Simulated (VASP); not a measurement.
The system is Ta2Bi2O.

```
Ta Bi O
1.0
     4.01345    0.00000    0.00000
    -2.00672    3.47575    0.00000
     0.00000    0.00000    7.77786
Ta Bi O
2 2 1
Cartesian
  0.0000 0.0000 5.8160
  0.0000 0.0000 1.9619
  0.0000 2.3172 0.0000
  2.0067 1.1586 0.0000
  0.0000 0.0000 0.0000
```

The cell was built by a generator and needn't be a form met in nature.

| Quantity | Value |
| --- | --- |
| Program | VASP 6.6.1 |
| Task | relaxation of cell and atoms |
| Functional | PBE |
| Potentials or basis | VASP PAW PBE potentials, release 64 (Ta_pv, Bi_d, O) |
| Cutoff | 520 eV |
| k mesh | 4 × 4 × 2 |
| Occupations | gaussian, width 0.15 eV |
| Spin | no spin polarisation |

At the start: pressure 71.0 GPa; volume 21.70 Å³/atom.

Question: How do energy, volume and symmetry change on relaxing?

Answer: Over 17 steps the energy falls by 3129.7 meV/atom and the volume is 30.32 Å³/atom (+39.7 %); space group P6/mmm (No. 191, to 0.05 Å).

Step by step:
| step | energy change (eV) | largest force (eV/Å) | pressure (GPa) | volume (Å³) |
| --- | --- | --- | --- | --- |
| 1 | 0.0000 | 3.5966 | 70.98 | 108.50 |
| 2 | -0.9432 | 3.4628 | -16.23 | 323.46 |
| 3 | -11.8376 | 2.5653 | -7.41 | 186.71 |
| 4 | -12.5593 | 2.6080 | -6.31 | 181.59 |
| 5 | -12.5924 | 2.4922 | -5.18 | 177.43 |
| 6 | -13.5791 | 10.8528 | 9.21 | 161.79 |
| 7 | -14.7172 | 1.6288 | -0.40 | 167.94 |
| 8 | -14.7244 | 1.9476 | 0.00 | 167.61 |
| 9 | -14.7257 | 2.1683 | 0.24 | 167.38 |
| 10 | -15.0786 | 1.6180 | -1.38 | 166.85 |
| 11 | -14.8006 | 0.0833 | -2.21 | 163.68 |
| 12 | -14.8999 | 1.7305 | -1.88 | 165.79 |
| 13 | -14.9566 | 0.9635 | -2.42 | 164.49 |
| 14 | -15.4048 | 1.1630 | -2.88 | 165.07 |
| 15 | -15.5956 | 0.5032 | -1.40 | 155.00 |
| 16 | -15.5968 | 0.4553 | -1.27 | 155.11 |
| 17 | -15.6483 | 0.0154 | 0.00 | 151.58 |

Final structure:
```
CELL_PARAMETERS angstrom
5.25748 0.00000 0.00000
-2.62874 4.55311 0.00000
0.00000 0.00000 6.33229
ATOMIC_POSITIONS crystal
Ta 0.00000 0.00000 0.70456
Ta 0.00000 0.00000 0.29544
Bi 0.33333 0.66667 0.00000
Bi 0.66667 0.33333 0.00000
O 0.00000 0.00000 0.00000
```

Caveat: the k mesh is coarse (spacing up to 0.45 Å⁻¹), so the values aren't converged; the volume moved by over 15 % at a fixed basis, so the end points are rough; the relaxation stopped at a loose force limit of 0.08 eV/Å, so its end isn't a converged minimum.
